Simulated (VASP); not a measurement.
All values below come from PBE GGA, VASP's PBE PAW potentials (set 64) (plane waves; VASP 6.6.1).

A VASP calculation is set up with these files.

### INCAR
```
# general
SYSTEM   =  La
PREC     =  Accurate
ENCUT    =  400
LREAL    =  .False.
LASPH    =  .True.

# electronic loop
EDIFF    =  1E-6
NELM     =  100
ALGO     =  Normal
LMAXMIX  =  6

# smearing
ISMEAR   =  1
SIGMA    =  0.1

# functional
GGA      =  PE

# ions
ISIF     =  2

# output
LWAVE    =  .False.
LCHARG   =  .False.
```

### POSCAR
```
La
24.320
  0.0775082237  -0.1342481908   0.0000000000
  0.0775082237   0.1342481908   0.0000000000
  0.0000000000   0.0000000000   0.5000000000
La
4
Direct
  0.0000000000   0.0000000000   0.5000000000
  0.0000000000   0.0000000000   0.0000000000
  0.3333330000   0.6666670000   0.2500000000
  0.6666670000   0.3333330000   0.7500000000
```

### KPOINTS
```
Automatic
0
gamma
  7 7 2
```

POTCAR, in this order: La (PBE.64 set). Program: vasp_std.

### Question
What will the output report for the number of irreducible k-points (NKPTS), number of bands (NBANDS), largest plane-wave count, number of space-group operations, FFT grid (NGX, NGY, NGZ)?

### Answer

```json
{
 "number of irreducible k-points (NKPTS)": "16",
 "number of bands (NBANDS)": "26",
 "largest_plane_wave_count": "2751",
 "number_of_space_group_operations": "24",
 "FFT grid (NGX, NGY, NGZ)": "28 × 28 × 80"
}
```

The compound is La in the dhcp structure. The cell was not relaxed at this level.
